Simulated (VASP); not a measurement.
The system is Ir.

```
CELL_PARAMETERS angstrom
-1.52549 1.52549 1.52549
1.52549 -1.52549 1.52549
1.52549 1.52549 -1.52549
ATOMIC_POSITIONS crystal
Ir 0.00000 0.00000 0.00000
```

This isn't the form of Ir at room conditions, which is fcc.

- Program: VASP 6.6.1
- Task: relaxation of cell and atoms
- Functional: LDA
- Potentials or basis: VASP PAW LDA potentials, release 64 (Ir)
- Cutoff: 600 eV
- k mesh: 20 × 20 × 20
- Occupations: gaussian, width 0.1 eV
- Spin: no spin polarisation

At the start: pressure 5.6 GPa; volume 14.20 Å³/atom.

Question: How do energy, volume and symmetry change on relaxing?

Answer: Over 4 steps the energy falls by 3.7 meV/atom and the volume is 14.42 Å³/atom (+1.5 %); space group Im-3m (No. 229, to 0.05 Å).

Step by step:
```csv
step,energy change (eV),largest force (eV/Å),pressure (GPa),volume (Å³)
1,0.0000,0.0000,5.63,14.20
2,0.0448,0.0000,-17.59,15.25
3,-0.0037,0.0000,-0.14,14.42
4,-0.0037,0.0000,-0.01,14.42
```

Final structure:
```xyz
1
Lattice="-1.5332 1.5332 1.5332 1.5332 -1.5332 1.5332 1.5332 1.5332 -1.5332" Properties=species:S:1:pos:R:3 pbc="T T T"
Ir    0.0000    0.0000    0.0000
```
